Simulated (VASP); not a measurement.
An input for Quantum ESPRESSO's pw.x (written as the equivalent of a VASP run, and not itself run):

```
&CONTROL
  calculation = 'scf'
  pseudo_dir = './pseudo'
  outdir = './out'
  tprnfor = .true.
  tstress = .true.
/
&SYSTEM
  ibrav = 0
  nat = 8
  ntyp = 3
  ecutwfc = 84
  occupations = 'tetrahedra'
  input_dft = 'pbesol'
/
&ELECTRONS
  conv_thr = 7.3e-09
  electron_maxstep = 100
/
ATOMIC_SPECIES
  Mg 24.305 Mg.upf
  Zn 65.380 Zn.upf
  S 32.060 S.upf
CELL_PARAMETERS angstrom
     6.2747392    0.0000000   -0.0002731
     0.0000000    3.8333016    0.0000000
    -0.0055273    0.0000000    6.6533073
ATOMIC_POSITIONS crystal
  Mg   0.5002892  0.0000000  0.6664167
  Zn   0.4994712  0.5000000  0.1669963
  Zn   0.9996211  0.5000000  0.8365713
  Zn   0.9989374  0.0000000  0.3297862
  S    0.1118448  0.0000000  0.6653779
  S    0.1270825  0.5000000  0.1673670
  S    0.6309606  0.5000000  0.8442059
  S    0.6278932  0.0000000  0.3231787
K_POINTS automatic
  4 7 4 0 0 0
```

Write the VASP files for the same calculation (PBEsol).

Several could match; the one computed here: 
POSCAR:
```
MgZn3S4
1
    6.2747392380     0.0000000000    -0.0002731217
    0.0000000000     3.8333015598     0.0000000000
   -0.0055272769     0.0000000000     6.6533072662
Mg Zn S
1 3 4
Direct
  0.5002891700   0.0000000000   0.6664167095
  0.4994711688   0.5000000000   0.1669963028
  0.9996211009   0.5000000000   0.8365713278
  0.9989374056   0.0000000000   0.3297861658
  0.1118447811   0.0000000000   0.6653779313
  0.1270825241   0.5000000000   0.1673669748
  0.6309606167   0.5000000000   0.8442059205
  0.6278932329   0.0000000000   0.3231786677
```

KPOINTS:
```
Automatic
0
gamma
 4 7 4
0 0 0
```

### INCAR
```
ALGO  =  Normal
EDIFF  =  1E-7
ENCUT  =  400
GGA  =  PS
ISIF  =  2
ISMEAR  =  -5
LASPH  =  .True.
LCHARG  =  .True.
LEFG  =  .True.
LMAXMIX  =  4
LORBIT  =  11
LREAL  =  .False.
LWAVE  =  .False.
NEDOS  =  601
NELM  =  100
PREC  =  Accurate
SYSTEM  =  MgZn3S4
```

POTCAR, in this order: Mg Zn S (PBE.64 set). Program: vasp_std.

Limits of the translation: the potentials are each code's own (VASP's PAW set, PseudoDojo norm-conserving files in pw.x), so ENCUT and ecutwfc are chosen apart and not converted; conv_thr bounds pw.x's estimated SCF error, while EDIFF bounds the energy change between steps; the field gradients of LEFG aren't asked of the other code.

The structure comes from a computed database's MgZn3S4 entry (Pm); how it stands against other phases isn't given here. It was relaxed first.
